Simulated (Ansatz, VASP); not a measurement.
## CaPbSeS: VASP beside Ansatz

One calculation is typed for both programs; each brings its own data sets. How far apart do they land? The cell is generated by rule, not measured, and may not be a known phase. The cell is taken from a series of runs on this material, whose earlier steps may have relaxed, scaled, displaced or heated it; both programs get it as it stands.

Main program and level: Ansatz 0.2.0; plane waves, with VASP 6.6.1 beside it; LDA.

The structure was built from a prototype and need not be the compound's stable phase.

### 1. The structure

The structure is tetragonal, space group P4/nmm (No. 129). The conventional cell has a = 4.116 Å, b = 4.116 Å, c = 11.674 Å, α = 90.00°, β = 90.00°, γ = 90.00°. Nearest to Ca lie 1 S at 2.78 Å and 5 Se at 2.91 to 2.92 Å. Nearest to Pb lie 5 S at 2.91 to 3.01 Å and 1 Se at 2.96 Å. Nearest to S lie 1 Ca at 2.78 Å and 5 Pb at 2.91 to 3.01 Å. Se has 5 Ca at 2.91 to 2.92 Å and 1 Pb at 2.96 Å nearest. Farther neighbours and most contacts between anions are not listed.

### 2. Ansatz: relaxation of cell and atoms, LDA

Ansatz runs on its default PAW (the set named soft_2) files.

The relaxed volume is the usual yardstick between codes: in a stiff, nearly cubic crystal its relative difference is about their pressure difference at one cell divided by the bulk modulus.

The input, input.yaml:

```yaml
crystal:
  lattice:
    - [2.9104431366, 2.9104431366, 0.0]
    - [-2.9104431366, 2.9104431366, 0.0]
    - [0.0, 0.0, 11.6737859527]
  atoms:
    - { symbol: Ca, position: [0.0, 0.0, 0.4961778538] }
    - { symbol: Ca, position: [0.5, 0.5, 0.7538221462] }
    - { symbol: Pb, position: [0.0, 0.0, 0.0005277124] }
    - { symbol: Pb, position: [0.5, 0.5, 0.2494722876] }
    - { symbol: S, position: [0.5, 0.5, -0.0082472613] }
    - { symbol: S, position: [0.0, 0.0, 0.2582472613] }
    - { symbol: Se, position: [0.5, 0.5, 0.5033381845] }
    - { symbol: Se, position: [0.0, 0.0, 0.7466618155] }
kpoints:
  mp_grid: { grid: [8, 8, 2] }
hamiltonian:
  xc: lda
scf:
  occupations: { method: fixed }
output:
  forces: true
  stress: true
  eigenvalues: true
relax:
  adjacent_minimum: "off"
  f_tol: 0.001
  max_steps: 60
  cell: { stress_tol: 0.01 }
```

Run with:

```
$ ansatz run input.yaml --threads 8 --pin off --max-ram 14336MiB --backend cpu --events-out ev --progress --plain --runs-dir out
```

Numbers of over 12 decimals in the logs are rounded to 6 here.

The log of the run:

```text
Engine: ansatz 0.2.0, aarch64-unknown-linux-gnu
Pseudopotentials: kind: paw
Pseudopotential: Ca, paw, valence charge 10, recommended cutoff 420 eV (normal), Ca.paw.azcp
Pseudopotential: Pb, paw, valence charge 14, recommended cutoff 420 eV (normal), Pb.paw.azcp
Pseudopotential: S, paw, valence charge 6, recommended cutoff 420 eV (normal), S.paw.azcp
Pseudopotential: Se, paw, valence charge 16, recommended cutoff 420 eV (normal), Se.paw.azcp
Functional definition: SPW92
  exchange = slater_x
  correlation = pw_c
Crystal: 8 atoms, lattice volume = 197.770 Å³
Basis set: ecut = 420 eV, 3887 PW (Γ)
Bands: 56, of which v1, the nominal top of the filled ones, is band 46 counted from 1 (45 counted from 0)
Symmetry: 16 space group operations
Space group: P4/nmm (ITA 129), of the structure as read, at distance tolerance 5.8e-5 Å
k-points: 30 of 128
Non-local potential: Ca, projectors of the file, l = 0: 3, l = 1: 2, l = 2: 2
Non-local potential: Pb, projectors of the file, l = 0: 2, l = 1: 2, l = 2: 2, l = 3: 2
Non-local potential: S, projectors of the file, l = 0: 2, l = 1: 2, l = 2: 2
Non-local potential: Se, projectors of the file, l = 0: 2, l = 1: 2, l = 2: 3, l = 3: 1
PAW form: soft (Blöchl's): semilocal exchange-correlation on the pseudo side does not see the compensation charge
PAW frozen core: Ca, regenerated for the run's functional, and the local potential with it (the file was generated under x = pbe(κ = 0.804, μ = 0.219515), c = pbe(β = 0.066725))
PAW frozen core: Pb, regenerated for the run's functional, and the local potential with it (the file was generated under x = pbe(κ = 0.804, μ = 0.219515), c = pbe(β = 0.066725))
PAW frozen core: S, regenerated for the run's functional, and the local potential with it (the file was generated under x = pbe(κ = 0.804, μ = 0.219515), c = pbe(β = 0.066725))
PAW frozen core: Se, regenerated for the run's functional, and the local potential with it (the file was generated under x = pbe(κ = 0.804, μ = 0.219515), c = pbe(β = 0.066725))
PAW one-centre angular grid: Ca, 110 points (default); XC on 64 Gauss nodes
PAW one-centre angular grid: Pb, 590 points (default); XC on 64 Gauss nodes
PAW one-centre angular grid: S, 110 points (default); XC on 64 Gauss nodes
PAW one-centre angular grid: Se, 590 points (default); XC on 64 Gauss nodes
Initial density: superposition of atomic densities (neutral atoms: chi_scale 0, normalization atom), corrected by the library's trained network
Initial wavefunctions: pseudopotential atomic-orbital guess
Functional: x = slater, c = lda
SCF iter   1: F=—  HF=-39266.130953 eV  |F-HF|=—  |Δ(HF+E_count)|=         —  Δρ=5.41e-3  dr2=6.17e-2  ethr=1.77e-3  ⟨swp⟩=5.5  Hψ=6170  notcnv=0  defer=205
preconditioner: auto → Resta (q_TF=auto, 2.402 Å⁻¹)  ε∞=3.2  [insulator: Δε(μ)=1.097 eV  Ē_g=14.817 eV  n_scr=48 (ndim 8)  ℏωp=21.8 eV  f_vac=0.002  ε∞_Penn≈3.2]
SCF iter   2: F=—  HF=-39266.115960 eV  |F-HF|=—  |Δ(HF+E_count)|=   1.50e-2  Δρ=2.65e-3  dr2=9.19e-3  ethr=6.71e-5  ⟨swp⟩=2.3  Hψ=2306  notcnv=0  defer=238
SCF iter   3: F=—  HF=-39266.113737 eV  |F-HF|=—  |Δ(HF+E_count)|=   2.22e-3  Δρ=7.59e-4  dr2=1.13e-3  ethr=9.99e-6  ⟨swp⟩=2.7  Hψ=2143  notcnv=0  defer=240
SCF iter   4: F=—  HF=-39266.113562 eV  |F-HF|=—  |Δ(HF+E_count)|=   1.76e-4  Δρ=1.88e-4  dr2=9.72e-5  ethr=1.23e-6  ⟨swp⟩=2.0  Hψ=1917  notcnv=0  defer=238
SCF iter   5: F=—  HF=-39266.113555 eV  |F-HF|=—  |Δ(HF+E_count)|=   6.27e-6  Δρ=5.31e-5  dr2=7.30e-6  ethr=1.06e-7  ⟨swp⟩=2.0  Hψ=1967  notcnv=0  defer=223
SCF iter   6: F=—  HF=-39266.113555 eV  |F-HF|=—  |Δ(HF+E_count)|=   1.73e-7  Δρ=1.38e-5  dr2=3.00e-7  ethr=7.93e-9  ⟨swp⟩=2.1  Hψ=2220  notcnv=0  defer=222
SCF iter   7: F=-39266.113555 eV  HF=-39266.113555 eV  |F-HF|=3.55e-8  |Δ(HF+E_count)|=   8.55e-8  Δρ=3.89e-6  dr2=3.60e-8  ethr=1.09e-10  ⟨swp⟩=16.5  Hψ=10769  notcnv=0
SCF 1 converged in 7 iterations: F = -39266.113555 eV  dr2 = 3.60e-8
  greatest PAW one-centre occupation: 1.000 electrons in one spin orbital (limit 2), on the Se atom at site 7 (counted from 0), in its partial waves of l = 2
relax step   1: F+E_penalty+E_count = -39266.11355511 eV  Δ(F+E_penalty+E_count) = +0.000e0 eV  max|allowed force component| = 3.460e-3 eV/Å  Δτ_max = 0.0000 Å  P = -0.002 GPa  Ω = 197.770 Å³  (7 SCF iters, dr2 threshold 1.00e-7 eV, accepted)
[...]
relax step   2: F+E_penalty+E_count = -39266.11356564 eV  Δ(F+E_penalty+E_count) = -1.053e-5 eV  max|allowed force component| = 1.180e-3 eV/Å  Δτ_max = 0.0011 Å  P = +0.000 GPa  Ω = 197.768 Å³  energy of the carried Pulay correction = +1.525e-7 eV  (5 SCF iters, dr2 threshold 1.06e-9 eV, accepted)
[...]
relax step   3: F+E_penalty+E_count = -39266.11356626 eV  Δ(F+E_penalty+E_count) = -6.234e-7 eV  max|allowed force component| = 6.346e-4 eV/Å  Δτ_max = 0.0002 Å  P = +0.001 GPa  Ω = 197.768 Å³  energy of the carried Pulay correction = +1.975e-7 eV  (5 SCF iters, dr2 threshold 8.70e-11 eV, accepted)
[...]
relax step   4: F+E_penalty+E_count = -39266.11356330 eV  Δ(F+E_penalty+E_count) = +2.959e-6 eV  max|allowed force component| = 6.328e-4 eV/Å  Δτ_max = 0.0000 Å  P = +0.001 GPa  Ω = 197.768 Å³  stress off target by 6.27e-4 GPa  SCF on the basis re-selected at this cell (its energy is not comparable with the rows above)  (4 SCF iters)
basis re-selected at this cell: Δ(F+E_penalty+E_count) = +2.959e-6 eV, ΔP = +0.000 GPa vs the last step (what re-selecting the basis moved, of the pressure what is left beyond the Pulay correction that the steps carried, after the strain that the cell walked since its last selection, with what the two solves' SCF thresholds leave and, on support functions, any second-order correction that the steps lacked; it is no m [...]
SCF converged after 4 iterations
Free energy (F): -39266.113563 eV
Harris-Foulkes:  -39266.113563 eV  (|F-HF|=1.46e-11)
Internal energy: -39266.113563 eV  (E = F + TS)
E sigma→0 (E₀):  -39266.113563 eV
Fermi energy:    8.191516 eV
--- Per-component energies (eV) ---
  E_band       = -1102.132139
  E_kinetic    = 1590.928868
  E_local      = -9240.986513  (includes V_loc(G=0)·N_el)
  E_nonlocal   = -278.991782
  E_hartree    = 4096.558889
  E_xc         = -1115.059661
  E_vxc        = -987.799450  (∫ρ·V_xc dr)
  E_paw        = -26623.122417  (= ΣΔE_a)
  E_vpaw       = -378.399886  (= ΣTr[D̂ρ^β])
  E_aug_tail   = -0.001164  (compensation charges beyond the density's cutoff)
  E_ewald      = -7700.591808
  E_core_change = 5.152024  (= ΣΔE_core)
  E_smearing   = -0.000000  (= −TS)
  E_closure    = -0.000000  (closes the sum)
  Σ components = -39266.113563   (vs F -39266.113563, Δ=0.00e0)
--- Forces (eV/Å), atoms counted from 1 ---
  atom   1  Ca    -0.00000000     0.00000000     0.00063279
  atom   2  Ca    -0.00000000     0.00000000    -0.00063279
  atom   3  Pb     0.00000000     0.00000000    -0.00056456
  atom   4  Pb    -0.00000000     0.00000000     0.00056456
  atom   5  S      0.00000000     0.00000000     0.00060932
  atom   6  S      0.00000000     0.00000000    -0.00060932
  atom   7  Se    -0.00000000     0.00000000    -0.00011911
  atom   8  Se    -0.00000000     0.00000000     0.00011911
  max |Σ_I F_I| component: 1.36e-20 eV/Å
--- Stress (GPa, compression-positive) ---
        0.000627       0.000000      -0.000000
        0.000000       0.000627       0.000000
       -0.000000       0.000000       0.000491
  P = ⅓ Tr σ = 0.0006 GPa (0.006 kbar)
--- Band table (eV; the first three rows and the last of 30) ---
  k-point 0: bands = [... 42 lower, 6.8522, 6.9474, 7.4482, 7.4482, 9.7691, 10.5359, 11.7294, 11.9577, ... 6 higher]
  k-point 1: bands = [... 42 lower, 6.8729, 7.4266, 7.4266, 7.7869, 9.7733, 10.5222, 11.0139, 11.4558, ... 6 higher]
  k-point 2: bands = [... 42 lower, 6.7662, 6.8244, 7.1897, 7.2843, 10.1771, 10.8479, 11.7781, 11.8457, ... 6 higher]
  k-point 29: bands = [... 42 lower, 6.2508, 6.2508, 7.0989, 7.0989, 10.5253, 10.5253, 11.4301, 11.4301, ... 6 higher]
--- Relaxed structure (3 steps of the walk, 3 accepted, 1 SCFs on fresh bases) ---
  F+E_penalty+E_count = -39266.11356330 eV   max|allowed force component| = 6.328e-4 eV/Å   (the final SCF, on the basis selected at the relaxed cell)
  cell:  # Å, volume = 197.7679 Å³
    - [2.910136, 2.910136, 0.0]
    - [-2.910136, 2.910136, 0.0]
    - [0.0, 0.0, 11.676136]
  atoms:
    - { symbol: Ca, position: [0, 0, 0.496160] }
    - { symbol: Ca, position: [0.5, 0.5, 0.753840] }
    - { symbol: Pb, position: [0, 0, 0.00045315] }
    - { symbol: Pb, position: [0.5, 0.5, 0.249547] }
    - { symbol: S, position: [0.5, 0.5, -0.00834104] }
    - { symbol: S, position: [0, 0, 0.258341] }
    - { symbol: Se, position: [0.5, 0.5, 0.503322] }
    - { symbol: Se, position: [0, 0, 0.746678] }
```

The column dr2 measures how far the density is from self-consistency, as an energy; F and HF (Harris–Foulkes) agree once it is small.

[end of part 1 of 2]

[Lines on the potential files, build, host, timing and source positions are cut from VASP's logs without a mark.]

[Logs are printed without paths, hosts, clocks, repeated set-up lines and the standing remarks that a program may print on its own settings, such as how far it seeks lower states.]

[Hosts, paths, dates, database ids (printed as entryN), source tags and the programs' standing remarks are cut or masked in the printed files.]
